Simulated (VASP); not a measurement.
Data:

```xyz
1
Lattice="0.0000 2.0195 2.0195 2.0195 0.0000 2.0195 2.0195 2.0195 0.0000" Properties=species:S:1:pos:R:3 pbc="T T T"
Al     0.0000     0.0000     0.0000
```

Calculation: r2SCAN meta-GGA, VASP's PBE PAW potentials (set 64) (plane waves; VASP). Numerical set-up: 400 eV cut-off, 14×14×14 Γ-centred mesh, first-order Methfessel-Paxton smearing of 0.10 eV, potentials Al.

Energy and stress use the plane-wave basis of the starting cell.

### Question
The ions, cell shape and volume are relaxed. Which structure does the run end with?

### Answer

```xyz
1
Lattice="0.0000 1.9910 1.9910 1.9910 0.0000 1.9910 1.9910 1.9910 0.0000" Properties=species:S:1:pos:R:3 pbc="T T T"
Al     0.0000     0.0000     0.0000
```
Space group Fm-3m (225), at a tolerance of 0.03 Å.

### Question
How do energy and volume change from the first to the last step?

### Answer
The energy (σ→0) changes by -7.9 meV/atom and the volume by -4.2 %, in 3 ionic steps.

The structure comes from a computed database's Al entry (Fm-3m); how it stands against other phases isn't given here. This run relaxes it. Symmetry was kept, so distortions that lower it aren't found.
